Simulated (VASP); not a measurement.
MgZr2O3, 6 atoms in the cell. Symmetry: P-3m1, No. 164, trigonal system. Conventional cell: a = 3.154 Å, b = 3.154 Å, c = 8.052 Å, α = 90.00°, β = 90.00°, γ = 120.00°. Mg (site symmetry -3m) is surrounded by 6 O at 2.25 Å. Around Zr (site symmetry 3m) lie 6 O at 2.25 to 2.28 Å. O (site symmetry 3m) has 3 Mg at 2.25 Å and 3 Zr at 2.28 Å as nearest neighbours. O (site symmetry -3m) has 6 Zr at 2.25 Å as nearest neighbours. The cell was built by a generator and needn't be a form met in nature.

| Quantity | Value |
| --- | --- |
| Program | VASP 6.6.1 |
| Task | relaxation of cell and atoms |
| Functional | PBE |
| Potentials or basis | VASP PAW PBE potentials, release 64 (Mg, Zr_sv, O) |
| Cutoff | 520 eV |
| k mesh | 5 × 5 × 2 |
| Occupations | gaussian, width 0.15 eV |
| Spin | no spin polarisation |
| Further INCAR settings | PREC = Normal; ALGO = Fast; EDIFF = 0.0001; IBRION = 2; EDIFFG = -0.08; NSW = 24; ISIF = 3 |

Potentials or basis: VASP PAW PBE potentials, release 64 (Mg, Zr_sv, O).

Command:

```console
$ cat potpaw_PBE.64/Mg/POTCAR potpaw_PBE.64/Zr_sv/POTCAR potpaw_PBE.64/O/POTCAR > POTCAR
$ mpirun -np 1 vasp_std > vasp.out
```

Hardware: 1 thread of Intel(R) Xeon(R) 6975P-C (Granite Rapids), on a shared host.

Q: Estimate the wall time of this run.

A: Run time: 52 s on 1 thread of Intel(R) Xeon(R) 6975P-C (Granite Rapids) (shared host), peak memory 0.15 GiB. Counts: scf iterations 90, k points 10, ion steps 11.
